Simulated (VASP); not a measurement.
Level of theory: PBEsol GGA, VASP's PBE PAW potentials (set 64) (plane waves; VASP).

A VASP calculation is set up with these files.

**INCAR**
```
# general
SYSTEM  = Se
PREC    = Accurate
ENCUT   = 520
LREAL   = .False.
LASPH   = .True.
ICHARG  = 11

# electronic loop
EDIFF   = 1E-7
NELM    = 100
ALGO    = Normal
LMAXMIX = 4

# smearing
ISMEAR  = 0
SIGMA   = 0.05

# functional
GGA     = PS

# output
LWAVE   = .False.
LCHARG  = .False.
LORBIT  = 11
```

**KPOINTS**
```
k-points along high-symmetry lines
10
Line-mode
Reciprocal
  0.000000   0.000000   0.000000 ! GAMMA
  0.500000   0.000000   0.000000 ! M

  0.500000   0.000000   0.000000 ! M
  0.333333   0.333333   0.000000 ! K

  0.333333   0.333333   0.000000 ! K
  0.000000   0.000000   0.000000 ! GAMMA

  0.000000   0.000000   0.000000 ! GAMMA
  0.000000   0.000000   0.500000 ! A

  0.000000   0.000000   0.500000 ! A
  0.500000   0.000000   0.500000 ! L

  0.500000   0.000000   0.500000 ! L
  0.333333   0.333333   0.500000 ! H

  0.333333   0.333333   0.500000 ! H
  0.000000   0.000000   0.500000 ! A

  0.500000   0.000000   0.500000 ! L
  0.500000   0.000000   0.000000 ! M

  0.333333   0.333333   0.500000 ! H
  0.333333   0.333333   0.000000 ! K
```

### POSCAR
```
Se
10.2541470
  0.1969620267  -0.3411482363   0.0000000000
  0.1969620267   0.3411482363   0.0000000000
  0.0000000000   0.0000000000   0.4999999904
Se
3
direct
  0.0000000000   0.2490637901   0.6666670000
  0.7509362099   0.7509362099   0.0000000000
  0.2490637901   0.0000000000   0.3333330000
```

POTCAR, in this order: Se (PBE.64 set). Program: vasp_std. Read from the step before: CHGCAR.

The run wrote:

File OUTCAR:
```
 ion  position               nearest neighbor table
   1  0.000  0.249  0.667-   2 2.44   3 2.44
   2  0.751  0.751  0.000-   1 2.44   3 2.44
   3  0.249  0.000  0.333-   2 2.44   1 2.44
  LATTYP: Found a hexagonal cell.
 ALAT       =     4.0393551403
 C/A-ratio  =     1.2692801755
 Subroutine PRICEL returns:
 Original cell was already a primitive cell.
 Subroutine GETGRP returns: Found  6 space group operations
The static configuration has the point symmetry C_2 .
 The point group associated with its full space group is D_3 .
The dynamic configuration has the point symmetry C_2 .
 Subroutine INISYM returns: Found  6 space group operations
   k-points           NKPTS =     90   k-points in BZ     NKDIM =     90   number of bands    NBANDS=     13
   number of dos      NEDOS =    301   number of ions     NIONS =      3
   total plane-waves  NPLWV =  36000
   dimension x,y,z NGX =    30 NGY =   30 NGZ =   40
   dimension x,y,z NGXF=    60 NGYF=   60 NGZF=   80
   ions per type =               3
   PREC   = accura    normal or accurate (medium, high low for compatibility)
   ISTART =      0    job   : 0-new  1-cont  2-samecut
   ICHARG =     11    charge: 1-file 2-atom 10-const
   ISPIN  =      1    spin polarized calculation?
   LNONCOLLINEAR =      F non collinear calculations
...
```

File OSZICAR:
```
       N       E                     dE             d eps       ncg     rms          rms(c)
DAV:   1     0.856381874933E+02    0.85638E+02   -0.75038E+03  2340   0.116E+03
DAV:   2    -0.504131485560E+01   -0.90680E+02   -0.86548E+02  3123   0.179E+02
DAV:   3    -0.108519938890E+02   -0.58107E+01   -0.57462E+01  2820   0.515E+01
DAV:   4    -0.109090750763E+02   -0.57081E-01   -0.56989E-01  2715   0.589E+00
DAV:   5    -0.109095258758E+02   -0.45080E-03   -0.45077E-03  2870   0.511E-01
DAV:   6    -0.109095329623E+02   -0.70865E-05   -0.70862E-05  2800   0.593E-02
DAV:   7    -0.109095331246E+02   -0.16232E-06   -0.16227E-06  2920   0.746E-03
DAV:   8    -0.109095331288E+02   -0.42432E-08   -0.42524E-08  2215   0.111E-03
   1 F= -.10909533E+02 E0= -.10909533E+02  d E =-.101247E-08
```

### OUTCAR
```
 val. band max:        3.7914128947   @ k =   0.3704   0.2593   0.5000

 cond. band min:       4.1670169715   @ k =   0.3333   0.3333   0.5000



 k-point     1 :       0.0000    0.0000    0.0000
  band No.  band energies     occupation
      1     -12.3289      2.00000
      2      -8.2369      2.00000
      3      -8.2369      2.00000
      4       0.0485      2.00000
      5       0.2851      2.00000
      6       0.2851      2.00000
      7       1.8293      2.00000
      8       1.8293      2.00000
      9       3.1756      2.00000
     10       5.1551      0.00000
     11       5.1551      0.00000
     12       5.7615      0.00000
     13       9.9891      0.00000

 k-point     2 :       0.0556    0.0000    0.0000
  band No.  band energies     occupation
      1     -12.3074      2.00000
      2      -8.2457      2.00000
      3      -8.2315      2.00000
      4      -0.1723      2.00000
      5       0.1678      2.00000
      6       0.3168      2.00000
      7       1.8757      2.00000
      8       2.0072      2.00000
      9       3.1807      2.00000
     10       5.0835      0.00000
     11       5.1450      0.00000
     12       5.7551      0.00000
     13       9.9491      0.00000

 k-point     3 :       0.1111    0.0000    0.0000
  band No.  band energies     occupation
      1     -12.2440      2.00000
      2      -8.2743      2.00000
      3      -8.2156      2.00000
      4      -0.5869      2.00000
      5      -0.0745      2.00000
      6       0.2711      2.00000
      7       1.9852      2.00000
      8       2.3329      2.00000
      9       3.1469      2.00000
     10       4.9669      0.00000
     11       5.1286      0.00000
     12       5.7578      0.00000
     13       9.8464      0.00000

 k-point     4 :       0.1667    0.0000    0.0000
  band No.  band energies     occupation
      1     -12.1416      2.00000
      2      -8.3281      2.00000
      3      -8.1907      2.00000
      4      -1.0122      2.00000
...
```

The density is held fixed in this step, so its total energy and stress have no physical meaning. Without a dispersion term in the relaxation, distances and binding between the weakly bound layers, chains or molecules are unreliable, and so is what depends on them.

The compound is Se in the trig structure. It was relaxed first, which changed the volume by -12 %.
